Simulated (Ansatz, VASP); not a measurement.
# MgH2 in two plane-wave programs

One calculation is typed for both programs; each brings its own data sets. How far apart do they land? The cell is taken from a series of runs on this material, whose earlier steps may have relaxed, scaled, displaced or heated it; both programs get it as it stands.

Calculated with Ansatz 0.2.0; plane waves, with VASP 6.6.1 beside it; relaxation of cell and atoms at BLYP.

## 1. The structure

Symmetry: P4_2/mnm, No. 136, tetragonal system. Conventional cell: a = 4.517 Å, b = 4.517 Å, c = 3.021 Å, α = 90.00°, β = 90.00°, γ = 90.00°. Nearest to Mg lie 6 H at 1.95 Å. Nearest to H lie 3 Mg at 1.95 Å. Farther neighbours are not listed.

## 2. Ansatz: relaxation of cell and atoms, BLYP

Ansatz runs on its default PAW (the set named soft_2) files.

The relaxed volume is the usual yardstick between codes: in a stiff, nearly cubic crystal its relative difference is about their pressure difference at one cell divided by the bulk modulus.

input.yaml

```yaml
crystal:
  lattice:
    - [4.5168, 0.0, 0.0]
    - [0.0, 4.5168, 0.0]
    - [0.0, 0.0, 3.0205]
  atoms:
    - { symbol: Mg, position: [0.0, 0.0, 0.0] }
    - { symbol: Mg, position: [0.5, 0.5, 0.5] }
    - { symbol: H, position: [0.306, 0.306, 0.0] }
    - { symbol: H, position: [0.194, 0.806, 0.5] }
    - { symbol: H, position: [0.694, 0.694, 0.0] }
    - { symbol: H, position: [0.806, 0.194, 0.5] }
kpoints:
  mp_grid: { grid: [4, 4, 6] }
hamiltonian:
  xc: blyp
scf:
  occupations: { method: gaussian, width: 0.02 }
output:
  forces: true
  stress: true
  eigenvalues: true
relax:
  adjacent_minimum: "off"
  f_tol: 0.005
  max_steps: 60
  cell: { stress_tol: 0.03 }
```

The run is started by

```console
ansatz run input.yaml --threads 8 --pin off --max-ram 16384MiB --backend cpu --events-out ev --progress --plain --runs-dir out
```

Numbers of over 12 decimals in the logs are rounded to 6 here.

Log:

```text
Engine: ansatz 0.2.0, aarch64-unknown-linux-gnu
Pseudopotentials: kind: paw
Pseudopotential: Mg, paw, valence charge 10, recommended cutoff 420 eV (normal), Mg.paw.azcp
Pseudopotential: H, paw, valence charge 1, recommended cutoff 420 eV (normal), H.paw.azcp
Functional definition: BLYP
  parameter beta = 0.0042
  parameter a = 0.04918
  parameter b = 0.132
  parameter c = 0.2533
  parameter d = 0.349
  exchange = b88_x(beta = beta)
  correlation = lyp_c(a = a, b = b, c = c, d = d)
Crystal: 6 atoms, lattice volume = 61.623 Å³
Basis set: ecut = 420 eV, 1195 PW (Γ), exchange–correlation on 64×64×48 points (8 copies of the dense FFT grid, shifted against one another)
Bands: 18, of which v1, the nominal top of the filled ones, is band 12 counted from 1 (11 counted from 0)
Symmetry: 16 space group operations
Space group: P42/mnm (ITA 136), of the structure as read, at distance tolerance 3.9e-5 Å
k-points: 24 of 96
Non-local potential: Mg, projectors of the file, l = 0: 3, l = 1: 2, l = 2: 1
Non-local potential: H, projectors of the file, l = 0: 2, l = 1: 1
PAW form: soft (Blöchl's): semilocal exchange-correlation on the pseudo side does not see the compensation charge
PAW frozen core: Mg, regenerated for the run's functional, and the local potential with it (the file was generated under x = pbe(κ = 0.804, μ = 0.219515), c = pbe(β = 0.066725))
PAW one-centre angular grid: Mg, 110 points (default); XC on 64 Gauss nodes
PAW one-centre angular grid: H, 110 points (default); XC on 64 Gauss nodes
Initial density: superposition of atomic densities (neutral atoms: chi_scale 0, normalization atom), corrected by the library's trained network
Initial wavefunctions: pseudopotential atomic-orbital guess
Functional: x = b88, c = lyp
SCF iter   1: F=—  HF=-3918.917527 eV  |F-HF|=—  |Δ(HF+E_count)|=         —  Δρ=9.53e-3  dr2=4.12e-2  ethr=1.77e-3  ⟨swp⟩=6.1  Hψ=2214  notcnv=0
preconditioner: auto → none  [insulator: Δε(μ)=4.282 eV  Ē_g=10.322 eV  σ=0.020 eV  W_gap=1.00  n_scr=10 (ndim 8)  ℏωp=13.4 eV  f_vac=0.000  D(μ)=0.00/eV (n_scr^D=0)  ε∞_Penn≈2.7]
SCF iter   2: F=—  HF=-3918.904863 eV  |F-HF|=—  |Δ(HF+E_count)|=   1.27e-2  Δρ=3.09e-3  dr2=4.45e-3  ethr=1.72e-4  ⟨swp⟩=2.0  Hψ=732  notcnv=0  defer=44
SCF iter   3: F=—  HF=-3918.903813 eV  |F-HF|=—  |Δ(HF+E_count)|=   1.05e-3  Δρ=1.92e-4  dr2=2.42e-5  ethr=1.85e-5  ⟨swp⟩=2.0  Hψ=584  notcnv=0  defer=44
SCF iter   4: F=—  HF=-3918.903852 eV  |F-HF|=—  |Δ(HF+E_count)|=   3.85e-5  Δρ=7.20e-5  dr2=1.12e-6  ethr=1.01e-7  ⟨swp⟩=2.0  Hψ=650  notcnv=0  defer=44
iter 5 did not close the SCF: its close was put off for the readings that it lacked (scf_convergence_deferred on its scf_iter line)
SCF iter   5: F=-3918.903851 eV  HF=-3918.903851 eV  |F-HF|=1.12e-8  |Δ(HF+E_count)|=   9.09e-7  Δρ=1.90e-5  dr2=9.33e-8  ethr=4.65e-9  ⟨swp⟩=2.0  Hψ=621  notcnv=0  defer=44
SCF iter   6: F=-3918.903851 eV  HF=-3918.903851 eV  |F-HF|=9.85e-10  |Δ(HF+E_count)|=   6.16e-8  Δρ=2.36e-6  dr2=1.33e-9  ethr=3.89e-10  ⟨swp⟩=6.0  Hψ=1811  notcnv=0
SCF 1 converged in 6 iterations: F = -3918.903851 eV  dr2 = 1.33e-9
  greatest PAW one-centre occupation: 1.000 electrons in one spin orbital (limit 2), on the Mg atom at site 0 (counted from 0), in its partial waves of l = 0
relax step   1: F+E_penalty+E_count = -3918.90385100 eV  Δ(F+E_penalty+E_count) = +0.000e0 eV  max|allowed force component| = 3.836e-2 eV/Å  Δτ_max = 0.0000 Å  P = +0.344 GPa  Ω = 61.623 Å³  (6 SCF iters, dr2 threshold 1.00e-7 eV, accepted)
[...]
relax step   3: F+E_penalty+E_count = -3918.90676483 eV  Δ(F+E_penalty+E_count) = -2.914e-3 eV  max|allowed force component| = 3.756e-3 eV/Å  Δτ_max = 0.0101 Å  P = +0.085 GPa  Ω = 62.048 Å³  energy of the carried Pulay correction = -4.562e-4 eV  (6 SCF iters, accepted)
[...]
relax step   4: F+E_penalty+E_count = -3918.90673948 eV  Δ(F+E_penalty+E_count) = +2.535e-5 eV  max|allowed force component| = 4.519e-3 eV/Å  Δτ_max = 0.0001 Å  P = +0.016 GPa  Ω = 62.156 Å³  energy of the carried Pulay correction = -5.719e-4 eV  (3 SCF iters, dr2 threshold 5.50e-8 eV, accepted)
[...]
relax step   5: F+E_penalty+E_count = -3918.90671828 eV  Δ(F+E_penalty+E_count) = +2.121e-5 eV  max|allowed force component| = 1.699e-4 eV/Å  Δτ_max = 0.0011 Å  P = -0.004 GPa  Ω = 62.200 Å³  energy of the carried Pulay correction = -6.181e-4 eV  (5 SCF iters, dr2 threshold 3.89e-9 eV, accepted)
[...]
relax step   6: F+E_penalty+E_count = -3918.90736548 eV  Δ(F+E_penalty+E_count) = -6.472e-4 eV  max|allowed force component| = 2.686e-4 eV/Å  Δτ_max = 0.0000 Å  P = +0.006 GPa  Ω = 62.200 Å³  stress off target by 1.74e-2 GPa  SCF on the basis re-selected at this cell (its energy is not comparable with the rows above)  (5 SCF iters)
basis re-selected at this cell: Δ(F+E_penalty+E_count) = -6.472e-4 eV, ΔP = +0.010 GPa vs the last step (what re-selecting the basis moved, of the pressure what is left beyond the Pulay correction that the steps carried, after the strain that the cell walked since its last selection, with what the two solves' SCF thresholds leave and, on support functions, any second-order correction that the steps lacked; it is no m [...]
SCF converged after 5 iterations
Free energy (F): -3918.907365 eV
Harris-Foulkes:  -3918.907365 eV  (|F-HF|=7.28e-11)
Internal energy: -3918.907365 eV  (E = F + TS)
E sigma→0 (E₀):  -3918.907365 eV
Fermi energy:    3.931694 eV
--- Per-component energies (eV) ---
  E_band       = -753.283604
  E_kinetic    = 210.092015
  E_local      = -3459.838651  (includes V_loc(G=0)·N_el)
  E_nonlocal   = 188.943141
  E_hartree    = 1244.582248
  E_xc         = -94.551683
  E_vxc        = -121.703284  (∫ρ·V_xc dr)
  E_paw        = -595.150231  (= ΣΔE_a)
  E_vpaw       = -59.935941  (= ΣTr[D̂ρ^β])
  E_aug_tail   = -0.005400  (compensation charges beyond the density's cutoff)
  E_ewald      = -1412.983286
  E_core_change = 0.004480  (= ΣΔE_core)
  E_smearing   = -0.000000  (= −TS)
  E_closure    = -0.000000  (closes the sum)
  Σ components = -3918.907365   (vs F -3918.907365, Δ=0.00e0)
--- Forces (eV/Å), atoms counted from 1 ---
  atom   1  Mg    -0.00000000    -0.00000000     0.00000000
  atom   2  Mg    -0.00000000    -0.00000000     0.00000000
  atom   3  H      0.00026865     0.00026865     0.00000000
  atom   4  H     -0.00026865     0.00026865     0.00000000
  atom   5  H     -0.00026865    -0.00026865     0.00000000
  atom   6  H      0.00026865    -0.00026865     0.00000000
  max |Σ_I F_I| component: 2.17e-19 eV/Å
--- Stress (GPa, compression-positive) ---
        0.017388       0.000000       0.000000
        0.000000       0.017388       0.000000
        0.000000       0.000000      -0.016358
  P = ⅓ Tr σ = 0.0061 GPa (0.061 kbar)
--- Band table (eV; the first three rows and the last of 24) ---
  k-point 0: bands = [... 8 lower, -4.2577, 0.5029, 0.5029, 1.4419, 7.0288, 7.1366, 11.1722, 11.1722, ... 2 higher]
  k-point 1: bands = [... 8 lower, -3.8437, 0.7649, 0.7649, 1.4462, 7.1588, 7.5975, 10.5089, 11.4143, ... 2 higher]
  k-point 2: bands = [... 8 lower, -2.6502, 0.8285, 1.3992, 1.3992, 7.1678, 8.9796, 9.9803, 10.2369, ... 2 higher]
  k-point 23: bands = [... 8 lower, 0.1270, 0.1270, 1.0539, 1.0539, 6.0375, 6.0375, 6.6008, 6.6008, ... 2 higher]
--- Relaxed structure (5 steps of the walk, 4 accepted, 1 SCFs on fresh bases) ---
  F+E_penalty+E_count = -3918.90736548 eV   max|allowed force component| = 2.686e-4 eV/Å   (the final SCF, on the basis selected at the relaxed cell)
  cell:  # Å, volume = 62.1997 Å³
    - [4.551919, 0, 0.0]
    - [0, 4.551919, 0.0]
    - [0.0, 0.0, 3.001920]
  atoms:
    - { symbol: Mg, position: [0, 0, 0.0] }
    - { symbol: Mg, position: [0.5, 0.5, 0.5] }
    - { symbol: H, position: [0.304589, 0.304589, 0.0] }
    - { symbol: H, position: [0.195411, 0.804589, 0.5] }
    - { symbol: H, position: [0.695411, 0.695411, 0.0] }
    - { symbol: H, position: [0.804589, 0.195411, 0.5] }
```

The column dr2 measures how far the density is from self-consistency, as an energy; F and HF (Harris–Foulkes) agree once it is small.

## 3. VASP: relaxation of cell and atoms, BLYP

The same cell, functional (in two slightly different forms), mesh and smearing now go to VASP, with its own data sets.

Lines of VASP's logs that name or quote its potential files are left out, and so is its time.

INCAR

```
SYSTEM = MgH2
PREC = Accurate
ENCUT = 600
EDIFF = 1E-07
NELM = 120
ISMEAR = 0
SIGMA = 0.02
LREAL = .FALSE.
ALGO = Normal
GGA = B5
ALDAX = 1
AGGAX = 1
AGGAC = 1
ALDAC = 0
NBANDS = 10
LORBIT = 11
LWAVE = .FALSE.
LCHARG = .FALSE.
ISIF = 3
IBRION = 2
NSW = 80
EDIFFG = -0.005
LASPH = .TRUE.
GGA_COMPAT = .FALSE.
NELMIN = 4
EFERMI = MIDGAP
KPAR = 2
```

POSCAR

```
MgH2
1.0
    4.5168000000      0.0000000000      0.0000000000
    0.0000000000      4.5168000000      0.0000000000
    0.0000000000      0.0000000000      3.0205000000
Mg H
2 4
Direct
    0.0000000000      0.0000000000      0.0000000000
    0.5000000000      0.5000000000      0.5000000000
    0.3060000443      0.3060000443      0.0000000000
    0.1939999557      0.8060000443      0.5000000000
    0.6939999557      0.6939999557      0.0000000000
    0.8060000443      0.1939999557      0.5000000000
```

KPOINTS

```
Automatic mesh
0
Gamma
4 4 6
0 0 0
```

Potentials, in the order of the species: Mg and H (PBE family, release 64).

The run is started by

```console
mpirun -np 2 vasp_std
```

Log:

```text
[banner, memory and clock lines left out]
running    2 mpi-ranks, on    1 nodes
 distrk:  each k-point on    1 cores,    2 groups
 distr:  one band on    1 cores,    1 groups

 POSCAR found type information on POSCAR MgH
 POSCAR found :  2 types and       6 ions
|                                                                             |
|               ----> ADVICE to this user running VASP <----                  |
|                                                                             |
|     You enforced a specific xc type in the INCAR file but a different       |
|     [... a line on the potential file left out ...]
|     I HOPE YOU KNOW WHAT YOU ARE DOING!                                     |
|                                                                             |

 LDA part: xc-table for (Slater(with rela. corr.)+VWN5), standard interpolation
 POSCAR, INCAR and KPOINTS ok, starting setup
 FFT: planning ... GRIDC
 FFT: planning ... GRID_SOFT
 FFT: planning ... GRID
 WAVECAR not read
 entering main loop
       N       E                     dE             d eps       ncg     rms          rms(c)
DAV:   1     0.317872713216E+01    0.31787E+01   -0.34774E+03   480   0.689E+02
DAV:   2    -0.173891434443E+02   -0.20568E+02   -0.19786E+02   604   0.823E+01
DAV:   3    -0.184202714584E+02   -0.10311E+01   -0.10305E+01   658   0.209E+01
DAV:   4    -0.184241325064E+02   -0.38610E-02   -0.38609E-02   556   0.131E+00
DAV:   5    -0.184241712409E+02   -0.38735E-04   -0.38734E-04   568   0.127E-01    0.742E+00
DAV:   6    -0.172413186163E+02    0.11829E+01   -0.96280E-01   524   0.509E+00    0.374E+00
DAV:   7    -0.168417817760E+02    0.39954E+00   -0.13131E+00   512   0.626E+00    0.572E-01
DAV:   8    -0.168537928020E+02   -0.12011E-01   -0.31598E-02   496   0.115E+00    0.176E-01
DAV:   9    -0.168528913999E+02    0.90140E-03   -0.24736E-03   568   0.283E-01    0.202E-02
DAV:  10    -0.168529063214E+02   -0.14922E-04   -0.90909E-05   520   0.657E-02    0.208E-02
DAV:  11    -0.168529048883E+02    0.14331E-05   -0.16354E-05   510   0.219E-02    0.231E-03
DAV:  12    -0.168529049840E+02   -0.95704E-07   -0.11856E-06   546   0.670E-03    0.906E-04
DAV:  13    -0.168529049529E+02    0.31129E-07   -0.68431E-08   296   0.178E-03
   1 F= -.16852905E+02 E0= -.16852905E+02  d E =-.168529E+02
[...]
2 F= -.16854339E+02 E0= -.16854339E+02  d E =-.143403E-02
[...]
3 F= -.16855987E+02 E0= -.16855987E+02  d E =-.308216E-02
[...]
4 F= -.16856098E+02 E0= -.16856098E+02  d E =-.319309E-02
 curvature:  -1.92 expect dE=-0.534E-04 dE for cont linesearch -0.140E-10
 trial: gam= 0.01705 g(F)=  0.617E-05 g(S)=  0.216E-04 ort =-0.109E-06 (trialstep = 0.157E+01)
 search vector abs. value=  0.283E-04
 bond charge predicted
       N       E                     dE             d eps       ncg     rms          rms(c)
DAV:   1    -0.168561246815E+02   -0.26639E-04   -0.48723E-04   532   0.154E-01    0.990E-03
DAV:   2    -0.168561244125E+02    0.26895E-06   -0.41631E-06   496   0.157E-02    0.595E-03
DAV:   3    -0.168561244329E+02   -0.20371E-07   -0.16076E-06   518   0.705E-03    0.612E-04
DAV:   4    -0.168561244326E+02    0.26957E-09   -0.30597E-08   256   0.120E-03
   5 F= -.16856124E+02 E0= -.16856124E+02  d E =-.263894E-04
 trial-energy change:   -0.000026  1 .order   -0.000028   -0.000044   -0.000013
 step:   2.2531(harm=  2.2531)  dis= 0.00036  next Energy=   -16.856129 (dE=-0.313E-04)
 reached required accuracy - stopping structural energy minimisation
```

From OUTCAR (step 3):

```text
ion  position               nearest neighbor table
   1  0.000  0.000  0.000-   4 1.95   6 1.95   4 1.95   6 1.95   5 1.95   3 1.95   2 3.53   2 3.53
                             2 3.53   2 3.53   2 3.53   2 3.53   2 3.53   2 3.53
   2  0.500  0.500  0.500-   3 1.95   5 1.95   3 1.95   5 1.95   4 1.95   6 1.95   1 3.53   1 3.53
                             1 3.53   1 3.53   1 3.53   1 3.53   1 3.53   1 3.53
   3  0.306  0.306  0.000-   2 1.95   2 1.95   1 1.95
   4  0.194  0.806  0.500-   1 1.95   1 1.95   2 1.95
   5  0.694  0.694  0.000-   2 1.95   2 1.95   1 1.95
   6  0.806  0.194  0.500-   1 1.95   1 1.95   2 1.95

  LATTYP: Found a simple tetragonal cell.
 ALAT       =     4.5168000000
 C/A-ratio  =     0.6687256465

 Subroutine GETGRP returns: Found 16 space group operations
 (whereof  8 operations were pure point group operations)

The static configuration has the point symmetry D_2h.
 The point group associated with its full space group is D_4h.

 Found     24 irreducible k-points:

   k-points           NKPTS =     24   k-points in BZ     NKDIM =     24   number of bands    NBANDS=     10

   dimension x,y,z NGX =    36 NGY =   36 NGZ =   24
   dimension x,y,z NGXF=    72 NGYF=   72 NGZF=   48

   ENCUT  =  600.0 eV  44.10 Ry    6.64 a.u.   9.02  9.02  6.03*2*pi/ulx,y,z

   NELECT =       8.0000    total number of electrons

 k-points in reciprocal lattice and weights: Automatic mesh
   0.00000000  0.00000000  0.00000000       0.010
   0.25000000  0.00000000  0.00000000       0.042
   0.50000000  0.00000000  0.00000000       0.021
   0.25000000  0.25000000  0.00000000       0.042
   0.50000000  0.25000000  0.00000000       0.042
   0.50000000  0.50000000  0.00000000       0.010
   0.00000000  0.00000000  0.16666667       0.021
   0.25000000  0.00000000  0.16666667       0.083
   0.50000000  0.00000000  0.16666667       0.042
[...]
0.50000000  0.25000000  0.50000000       0.042
   0.50000000  0.50000000  0.50000000       0.010

 average (electrostatic) potential at core
       1 -40.0447       2 -40.0447       3 -35.0391       4 -35.0391       5 -35.0391
       6 -35.0391

 E-fermi :   1.5650

 k-point     1 :       0.0000    0.0000    0.0000
  band No.  band energies     occupation
      1      -6.6417      2.00000
      2      -1.8752      2.00000
      3      -1.8752      2.00000
      4      -0.9208      2.00000
      5       4.6679      0.00000
      6       4.7704      0.00000
      7       8.8251      0.00000
      8       8.8251      0.00000
      9      10.8612      0.00000
    ...

 k-point     2 :       0.2500    0.0000    0.0000
  band No.  band energies     occupation
      1      -6.2426      2.00000
      2      -3.3341      2.00000
      3      -1.6188      2.00000
      4      -0.5407      2.00000
      5       4.5325      0.00000
      6       6.2973      0.00000
      7       6.9471      0.00000
      8       9.7672      0.00000
      9      11.6096      0.00000
    ...

 k-point     3 :       0.5000    0.0000    0.0000
  band No.  band energies     occupation
      1      -5.0832      2.00000
      2      -5.0832      2.00000
      3      -0.9860      2.00000
      4      -0.9860      2.00000
      5       5.1753      0.00000
      6       5.1753      0.00000
      7       9.8251      0.00000
      8       9.8251      0.00000
      9      11.4673      0.00000
    ...

  Total        0.0033903      0.0033903     -0.0130074     -0.0000000      0.0000000      0.0000000
  in kB        0.0875703      0.0875703     -0.3359754     -0.0000000      0.0000000      0.0000000
  external PRESSURE =      -0.0536116 kB  Pullay stress =       0.0000000 kB

  energy-cutoff  :      600.00
  volume of cell :       62.03
      direct lattice vectors                 reciprocal lattice vectors
     4.547078774  0.000000000  0.000000000     0.219921415  0.000000000  0.000000000
     0.000000000  4.547078774  0.000000000    -0.000000000  0.219921415  0.000000000
     0.000000000  0.000000000  3.000053153     0.000000000  0.000000000  0.333327427

 POSITION                                       TOTAL-FORCE (eV/Angst)
 -----------------------------------------------------------------------------------
      0.00000      0.00000      3.00005         0.000000      0.000000      0.000000
      2.27354      2.27354      1.50003         0.000000      0.000000      0.000000
      1.38452      1.38452      0.00000         0.002226      0.002226     -0.000000
      0.88902      3.65806      1.50003        -0.002226      0.002226     -0.000000
      3.16256      3.16256      0.00000        -0.002226     -0.002226      0.000000
      3.65806      0.88902      1.50003         0.002226     -0.002226      0.000000
 -----------------------------------------------------------------------------------
    total drift:                                0.000000     -0.000000     -0.000000

  FREE ENERGIE OF THE ION-ELECTRON SYSTEM (eV)
  ---------------------------------------------------
  free  energy   TOTEN  =       -16.8561244326 eV

  energy  without entropy=      -16.8561244326  energy(sigma->0) =      -16.85612443

 reached required accuracy - stopping structural energy minimisation

 total charge
# of ion       s       p       d       tot
------------------------------------------
    1        0.149   0.146   0.040   0.334
    2        0.149   0.146   0.040   0.334
    3        0.589   0.002   0.000   0.591
    4        0.589   0.002   0.000   0.591
    5        0.589   0.002   0.000   0.591
    6        0.589   0.002   0.000   0.591
--------------------------------------------------
tot          2.652   0.299   0.079   3.031

[... 3 further parts left out ...]
```

The run keeps the 16 symmetry operations of its start, so it cannot find a distortion of lower symmetry.

## 4. Comparison

Known differences besides the potentials themselves: the data sets hold 24 valence electrons in Ansatz (on its default PAW (the set named soft_2) files) and 8 in VASP; the cutoff is 420 eV in Ansatz and 600 eV in VASP; Ansatz makes its cores anew for this functional, VASP keeps those of its PBE data sets; VASP's log shows a relativistic correction to its local exchange, Ansatz's none; Ansatz adds a Pulay correction to the stress that steers its cell, VASP none. Total energies have different zeros and are not compared.

Compared:

```tsv
quantity	Ansatz	VASP	difference
volume (Å³)	62.20	62.03	+0.28 %
edge a after relaxation, in the typed setting (Å)	4.552	4.547	+0.11 %
edge c after relaxation, in the typed setting (Å)	3.002	3.000	+0.06 %
```

## 5. Outcome

```
difference in volume (relaxation of cell and atoms, BLYP) : 0.28 %
```

In words: The difference in volume is 0.28 % (relaxation of cell and atoms, BLYP), within the 1.2 % picked in this series as the mark of a large difference, as far as the stopping tolerances let one tell. The data sets hold unlike numbers of valence electrons (24 in Ansatz and 8 in VASP), so part of the differences comes from the potentials. 2 further runs of this series are not shown here. Such differences can come from data sets, numerical settings and the points named under the comparisons, not from the functional's error against experiment.

[Lines on the potential files, build, host, timing and source positions are cut from VASP's logs without a mark.]

[Logs are printed without paths, hosts, clocks, repeated set-up lines and the standing remarks that a program may print on its own settings, such as how far it seeks lower states.]

[Hosts, paths, dates, database ids (printed as entryN), source tags and the programs' standing remarks are cut or masked in the printed files.]
